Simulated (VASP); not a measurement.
Data:

```
CELL_PARAMETERS angstrom
      4.15736     0.00000     0.00000
      0.00000     4.15736     0.00000
      0.00000     0.00000     6.34349
ATOMIC_POSITIONS crystal
  Ta 0.00000 0.00000 0.00000
  Ta 0.50000 0.50000 0.00000
  Ta 0.50000 0.00000 0.27000
  Ta 0.00000 0.50000 0.73000
  N  0.50000 0.00000 0.70000
  N  0.00000 0.50000 0.30000
```

Computed with PBE GGA, VASP's PBE PAW potentials (set 64) (plane waves; VASP). Numerical set-up: 400 eV cut-off, 5×5×3 Γ-centred mesh, Gaussian smearing of 0.10 eV, potentials Ta_pv N.

At this cut-off the stress carries a Pulay error, which pulls relaxed volumes low.

Task: Give the force on each atom (eV/Å).

Result: 
```json
[
 {"atom": "Ta1", "Fx": "0.000", "Fy": "0.000", "Fz": "0.000"},
 {"atom": "Ta2", "Fx": "0.000", "Fy": "0.000", "Fz": "0.000"},
 {"atom": "Ta3", "Fx": "0.000", "Fy": "0.000", "Fz": "5.300"},
 {"atom": "Ta4", "Fx": "0.000", "Fy": "0.000", "Fz": "-5.300"},
 {"atom": "N5", "Fx": "0.000", "Fy": "0.000", "Fz": "0.423"},
 {"atom": "N6", "Fx": "0.000", "Fy": "0.000", "Fz": "-0.423"}
]
```

Task: Give the stress tensor in GPa (positive for a compressed cell).

Result: 
```
-14.27    0.00    0.00
  0.00  -14.27    0.00
  0.00    0.00   -4.60
```
The pressure is its mean diagonal, -11.04 GPa.

The structure was generated: Ta2N was put into an ordered model structure, which need not be its known phase. The cell was not relaxed at this level. The k-mesh is coarse (spacing up to 0.33 per Å, 2π included), so the numbers may not be converged in it.
